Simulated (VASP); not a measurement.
Here is the system:

```yaml
crystal:
  lattice:
    - [-2.35503, 2.35503, 5.80311]
    - [2.35503, -2.35503, 5.80311]
    - [2.35503, 2.35503, -5.80311]
  atoms:
    - { symbol: Sr, position: [0.00000, 0.00000, 0.00000] }
    - { symbol: Ag, position: [0.25000, 0.75000, 0.50000] }
    - { symbol: Ag, position: [0.75000, 0.25000, 0.50000] }
    - { symbol: Sn, position: [0.37881, 0.37881, 0.00000] }
    - { symbol: Sn, position: [0.62119, 0.62119, 0.00000] }
```

Level of theory: LDA (Ceperley-Alder, Perdew-Zunger), VASP's LDA PAW potentials (set 64) (plane waves; VASP). Run with 300 eV cut-off, 6×6×6 Γ-centred mesh, Gaussian smearing of 0.050 eV, potentials Sr_sv Ag Sn_d.

At this cut-off the stress carries a Pulay error, which pulls relaxed volumes low. Unless said otherwise, spin-orbit coupling is left out, though it shifts the bands of the heavy elements here.

Problem. Estimate the energy per atom (σ→0), pressure, largest force, band gap (on the k-mesh) with the smallest direct gap where there is one.

Solution. 
* **band gap (on the k-mesh)**: none (metal, semimetal or under 0.01 eV)
* **energy per atom (σ→0)**: -4.069 eV/atom
* **pressure**: -4.41 GPa
* **largest force**: 0.243 eV/Å

The absolute energy has meaning only against runs of the same code, potentials and settings.

The structure comes from a computed database's Ag2Sn2Sr entry (I4/mmm); how it stands against other phases isn't given here. The cell was not relaxed at this level. The k-mesh is coarse (spacing up to 0.31 per Å, 2π included), so the numbers may not be converged in it.
